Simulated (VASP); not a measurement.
# HfGe (F-43m) in VASP: relaxation of cell and atoms with PBE

Aim: the relaxation of cell and atoms of HfGe with PBE.

Program: VASP 6.6.1. These are calculated values, not measurements. Logs are shortened: lines on timing, memory, paths and dates and some standing lists are left out, and cuts for length are marked.

## Step 1: Starting point

Symmetry: F-43m, No. 216, cubic system. Conventional cell: a = 5.550 Å, b = 5.550 Å, c = 5.550 Å, α = 90.00°, β = 90.00°, γ = 90.00°. Hf (site symmetry -43m) is surrounded by 4 Ge at 2.40 Å. Ge (site symmetry -43m) is surrounded by 4 Hf at 2.40 Å.

The cell was built by a generator and needn't be a form met in nature.

## Step 2: Relaxation of cell and atoms, PBE

INCAR

```
SYSTEM = HfGe
PREC = Normal
ENCUT = 520
EDIFF = 1E-4
ISMEAR = 0
SIGMA = 0.15
LREAL = .False.
LASPH = .True.
NELM = 60
ALGO = Fast
ISIF = 3
LWAVE = .False.
LCHARG = .False.
GGA = PE
IBRION = 2
NSW = 24
EDIFFG = -0.08
```

KPOINTS

```
regular mesh
0
Gamma
  6 6 6
  0 0 0
```

POSCAR

```
HfGe
1.0
    0.0000000000      2.7752471900      2.7752471900
    2.7752471900      0.0000000000      2.7752471900
    2.7752471900      2.7752471900      0.0000000000
Hf Ge
1 1
Direct
    0.7500000000      0.7500000000      0.7500000000
    0.0000000000      0.0000000000      0.0000000000
```

Potentials or basis: VASP PAW PBE potentials, release 64 (Hf_pv, Ge_d).

Launch:

```
$ cat potpaw_PBE.64/Hf_pv/POTCAR potpaw_PBE.64/Ge_d/POTCAR > POTCAR
$ mpirun -np 1 vasp_std > vasp.out
```

OUTCAR:

```text
SYSTEM = HfGe
   PREC = Normal
   ENCUT = 520
   EDIFF = 1E-4
   ISMEAR = 0
   LREAL = .False.
   LASPH = .True.
   NELM = 60
   ISIF = 3
   GGA = PE
   IBRION = 2
   NSW = 24
   EDIFFG = -0.08

 ion  position               nearest neighbor table
   1  0.750  0.750  0.750-   2 2.40   2 2.40   2 2.40   2 2.40
   2  0.000  0.000  0.000-   1 2.40   1 2.40   1 2.40   1 2.40

  LATTYP: Found a face centered cubic cell.
 ALAT       =     5.5504943800

  Lattice vectors:

 A1 = (   0.0000000000,   2.7752471900,   2.7752471900)
 A2 = (   2.7752471900,   0.0000000000,   2.7752471900)
 A3 = (   2.7752471900,   2.7752471900,   0.0000000000)

Analysis of symmetry for initial positions (statically):
=====================================================================
 Subroutine PRICEL returns:
 Original cell was already a primitive cell.

 Routine SETGRP: Setting up the symmetry group for a
 face centered cubic supercell.

 Subroutine GETGRP returns: Found 24 space group operations
 (whereof 24 operations were pure point group operations)
 out of a pool of 48 trial point group operations.

The static configuration has the point symmetry T_d .

Analysis of symmetry for dynamics (positions and initial velocities):
=====================================================================
 Subroutine PRICEL returns:
 Original cell was already a primitive cell.

 Routine SETGRP: Setting up the symmetry group for a
 face centered cubic supercell.

 Subroutine GETGRP returns: Found 24 space group operations
 (whereof 24 operations were pure point group operations)
 out of a pool of 48 trial point group operations.

The dynamic configuration has the point symmetry T_d .

 Subroutine INISYM returns: Found 24 space group operations
 (whereof 24 operations are pure point group operations),
 and found     1 'primitive' translations

----------------------------------------------------------------------------------------

                                     Primitive cell

  volume of cell :      42.7499

  direct lattice vectors                    reciprocal lattice vectors
     0.000000000  2.775247190  2.775247190    -0.180164132  0.180164132  0.180164132
     2.775247190  0.000000000  2.775247190     0.180164132 -0.180164132  0.180164132
     2.775247190  2.775247190  0.000000000     0.180164132  0.180164132 -0.180164132

  length of vectors
     3.924792215  3.924792215  3.924792215     0.312053430  0.312053430  0.312053430

  position of ions in fractional coordinates (direct lattice)
     0.750000000  0.750000000  0.750000000
     0.000000000  0.000000000  0.000000000

  ion indices of the primitive-cell ions
   primitive index   ion index
                 1           1
                 2           2

----------------------------------------------------------------------------------------

 KPOINTS: regular mesh

Automatic generation of k-mesh.
 Grid dimensions read from file:
 generate k-points for:    6    6    6

 Generating k-lattice:

  Cartesian coordinates                     Fractional coordinates (reciprocal lattice)
    -0.030027355  0.030027355  0.030027355     0.166666667  0.000000000  0.000000000
     0.030027355 -0.030027355  0.030027355     0.000000000  0.166666667  0.000000000
     0.030027355  0.030027355 -0.030027355     0.000000000  0.000000000  0.166666667

  Length of vectors
     0.052008905  0.052008905  0.052008905

  Shift w.r.t. Gamma in fractional coordinates (k-lattice)
     0.000000000  0.000000000  0.000000000

 Subroutine IBZKPT returns following result:
 ===========================================

 Found     16 irreducible k-points:

 Following reciprocal coordinates:
            Coordinates               Weight
  0.000000  0.000000  0.000000      1.000000
  0.166667  0.000000  0.000000      8.000000
  0.333333  0.000000  0.000000      8.000000
  0.500000  0.000000  0.000000      4.000000
  0.166667  0.166667  0.000000      6.000000
  0.333333  0.166667  0.000000     24.000000
[... 8 lines left out ...]
 -0.333333  0.333333  0.166667     24.000000
 -0.333333  0.500000  0.166667     12.000000
   k-points           NKPTS =     16   k-points in BZ     NKDIM =     16   number of bands    NBANDS=     16
   number of dos      NEDOS =    301   number of ions     NIONS =      2
   total plane-waves  NPLWV =  13824
   dimension x,y,z NGX =    24 NGY =   24 NGZ =   24
   dimension x,y,z NGXF=    48 NGYF=   48 NGZF=   48
   ions per type =               1   1
   NGX,Y,Z   is equivalent  to a cutoff of  10.17, 10.17, 10.17 a.u.
   NGXF,Y,Z  is equivalent  to a cutoff of  20.33, 20.33, 20.33 a.u.
 SYSTEM =  HfGe
   PREC   = normal    normal or accurate (medium, high low for compatibility)
   ISTART =      0    job   : 0-new  1-cont  2-samecut
   ICHARG =      2    charge: 1-file 2-atom 10-const
   ISPIN  =      1    spin polarized calculation?
   LNONCOLLINEAR =      F non collinear calculations
   LSORBIT =      F    spin-orbit coupling
   LASPH  =      T    aspherical Exc in radial PAW
   ENCUT  =  520.0 eV  38.22 Ry    6.18 a.u.   7.30  7.30  7.30*2*pi/ulx,y,z
   NELM   =     60;   NELMIN=  2; NELMDL= -5     # of ELM steps
   EDIFF  = 0.1E-03   stopping-criterion for ELM
   LREAL  =      F    real-space projection
   EDIFFG = -.8E-01   stopping-criterion for IOM
   NSW    =     24    number of steps for IOM
   IBRION =      2    ionic relax: 0-MD 1-quasi-New 2-CG
   NFREE  =      1    steps in history (QN), initial steepest desc. (CG)
   ISIF   =      3    stress and relaxation
   ISYM   =      2    0-nonsym 1-usesym 2-fastsym
   POTIM  = 0.5000    time-step for ionic-motion
   TEBEG  =    0.0;   TEEND  =   0.0 temperature during run
   PSTRESS=    0.0 pullay stress
   NELECT =      24.0000    total number of electrons
   NUPDOWN=      -1.0000    fix difference up-down
   EMIN   =  10.00;   EMAX   =-10.00  energy-range for DOS
   EFERMI =   0.00;   METHOD = LEGACY
   ISMEAR =     0;   SIGMA  =   0.15  broadening in eV -4-tet -1-fermi 0-gaus
   EFERMI_NEDOS =   21; number of points for ismear=-14 and -15
   IALGO  =     68    algorithm
   IMIX   =      4    mixing-type and parameters
     AMIX     =   0.40;   BMIX     =  1.00
     AMIX_MAG =   1.60;   BMIX_MAG =  1.00
  volume/ion in A,a.u.               =      21.37       144.25
  Fermi-wavevector in a.u.,A,eV,Ry     =   1.350518  2.552108 24.815635  1.823898
  Thomas-Fermi vector in A             =   2.478015
   LORBIT       =      0    0 simple, 1 ext, 2 COOP (PROOUT), +10 PAW based schemes
   GGA     = PE    functional components
   LHFCALC =     F    Hartree Fock is set to
   AEXX    =    0.0000 exact exchange contribution
   IVDW    =     0    specifies the selected vdW correction
   LEPSILON=     F    determine dielectric tensor
   LRPA    =     F    only Hartree local field effects (RPA)
 conjugate gradient relaxation of ions
 non-spin polarized calculation
 RMM-DIIS sequential band-by-band and
 Gauss-broadening in eV      SIGMA  =   0.15
  energy-cutoff  :      520.00
  volume of cell :       42.75
 maximum number of plane-waves:      1167
   NGX = 15   NGY = 15   NGZ = 15

--------------------------------------- Ionic step        1  -------------------------------------------

 number of electron      23.9999988 magnetization

 Free energy of the ion-electron system (eV)
  ---------------------------------------------------
  ext. energy  EPLUGINS =         0.00000000
  ---------------------------------------------------
  free energy    TOTEN  =       -12.68683941 eV

  energy without entropy =      -12.68370637  energy(sigma->0) =      -12.68527289

 E-fermi :   4.5209     XC(G=0): -10.7520

 val. band max:        4.2821941292   @ k =   0.5000   0.5000   0.0000
 cond. band min:       4.5307246048   @ k =   0.3333   0.3333   0.0000
 fundamental gap:      0.2485304756
 Fermi energy:         4.5209082369

 k-point     1 :       0.0000    0.0000    0.0000
  band No.  band energies     occupation
      1     -25.9540      2.00000
      2     -25.9540      2.00000
      3     -25.9540      2.00000
      4     -18.7959      2.00000
      5     -18.7959      2.00000
      6     -18.7708      2.00000
[... 8 lines left out ...]
     15       9.1225      0.00000
     16      12.9793      0.00000
[... 449 lines left out ...]
 POSITION                                       TOTAL-FORCE (eV/Angst)
 -----------------------------------------------------------------------------------
      4.57021      4.57021      4.57021        -0.000000     -0.000000     -0.000000
      0.00000      0.00000      0.00000         0.000000      0.000000      0.000000
 -----------------------------------------------------------------------------------
    total drift:                               -0.000003     -0.000003     -0.000003

  FREE ENERGIE OF THE ION-ELECTRON SYSTEM (eV)
  ---------------------------------------------------
  free  energy   TOTEN  =       -13.7321155862 eV

  energy  without entropy=      -13.7289995757  energy(sigma->0) =      -13.73055758

--------------------------------------- Ionic step        6  -------------------------------------------

 number of electron      23.9999957 magnetization

 Free energy of the ion-electron system (eV)
  ---------------------------------------------------
  ext. energy  EPLUGINS =         0.00000000
  ---------------------------------------------------
  free energy    TOTEN  =       -13.72671517 eV

  energy without entropy =      -13.72316700  energy(sigma->0) =      -13.72494108

 E-fermi :   2.8074     XC(G=0):  -9.5625

 val. band max:        2.7148979970   @ k =   0.5000   0.5000   0.0000
 cond. band min:       2.8646218095   @ k =   0.5000   0.5000   0.0000
 fundamental gap:      0.1497238125
 Fermi energy:         2.8073640745

 k-point     1 :       0.0000    0.0000    0.0000
  band No.  band energies     occupation
      1     -28.3245      2.00000
      2     -28.3245      2.00000
      3     -28.3245      2.00000
      4     -20.1610      2.00000
      5     -20.1610      2.00000
      6     -20.1610      2.00000
[... 8 lines left out ...]
     15       6.1523      0.00000
     16      10.1243      0.00000
[... 305 lines left out ...]
 POSITION                                       TOTAL-FORCE (eV/Angst)
 -----------------------------------------------------------------------------------
      4.53414      4.53414      4.53414         0.000000     -0.000000      0.000000
      3.02276      3.02276      0.00000        -0.000000      0.000000     -0.000000
 -----------------------------------------------------------------------------------
    total drift:                               -0.000003     -0.000003     -0.000003

  FREE ENERGIE OF THE ION-ELECTRON SYSTEM (eV)
  ---------------------------------------------------
  free  energy   TOTEN  =       -13.7267151704 eV

  energy  without entropy=      -13.7231669967  energy(sigma->0) =      -13.72494108

 reached required accuracy - stopping structural energy minimisation
```

Wall time 27 s (1 thread of Intel Xeon Platinum 8488C (Sapphire Rapids), shared host); peak memory 0.14 GiB.

Results:

* Free energy: -13.7267 eV
* Relaxed volume: 27.62 Å³/atom
* Relaxed cell: a = 4.275 Å, b = 4.275 Å, c = 4.275 Å, α = 60.00°, β = 60.00°, γ = 60.00°
* Space group after relaxing (to 0.05 Å): F-43m (No. 216)
* Energy gained by relaxing: 519.9 meV/atom
* Ionic steps: 6
* Pressure after relaxing: 0.1 GPa
* Band gap on the k mesh: 0.15 eV, direct

Step by step:
```csv
step,energy change (eV),largest force (eV/Å),pressure (GPa),volume (Å³)
1,0.0000,0.0000,30.20,42.75
2,-0.4137,0.0000,-10.24,72.84
3,-1.0448,0.0000,-1.08,56.98
4,-1.0452,0.0000,0.76,56.27
5,-1.0453,0.0000,-1.03,56.57
6,-1.0399,0.0000,0.10,55.24
```

Final structure:
```
Hf Ge
1.0
     0.00000    3.02276    3.02276
     3.02276    0.00000    3.02276
     3.02276    3.02276    0.00000
Hf Ge
1 1
Cartesian
  4.5341 4.5341 4.5341
  3.0228 3.0228 0.0000
```

Caveat: the volume moved by over 15 % at a fixed basis, so the end points are rough; spin-orbit coupling is left out, which moves the levels of the heavy elements; the relaxation stopped at a loose force limit of 0.08 eV/Å, so its end isn't a converged minimum. A k mesh can miss the band edges.
